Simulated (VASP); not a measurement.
Consider the following.

```yaml
crystal:
  lattice:
    - [4.23959, 0.06359, 0.00000]
    - [-2.06472, 3.63980, 0.00000]
    - [0.00000, 0.00000, 5.28691]
  atoms:
    - { symbol: Br, position: [0.33344, 0.99990, 0.33329] }
    - { symbol: Br, position: [0.99995, 0.33354, 0.66669] }
    - { symbol: Br, position: [0.66661, 0.66656, 0.00002] }
```

The numbers are results of PBEsol GGA, VASP's PBE PAW potentials (set 64) (plane waves; VASP), not measurements. Run with 480 eV cut-off, 8×8×6 Γ-centred mesh, first-order Methfessel-Paxton smearing of 0.10 eV, potentials Br.

Problem. Give the stress tensor in GPa (positive for a compressed cell).

Solution. 
```
0.15  1.00  1.49
1.00  0.14  0.02
1.49  0.02  0.03
```
The pressure is its mean diagonal, 0.10 GPa.

The structure was generated: Br was put into the trigonal-Te type (P3_121), which need not be its known phase. This cell was strained or had an atom moved on purpose.
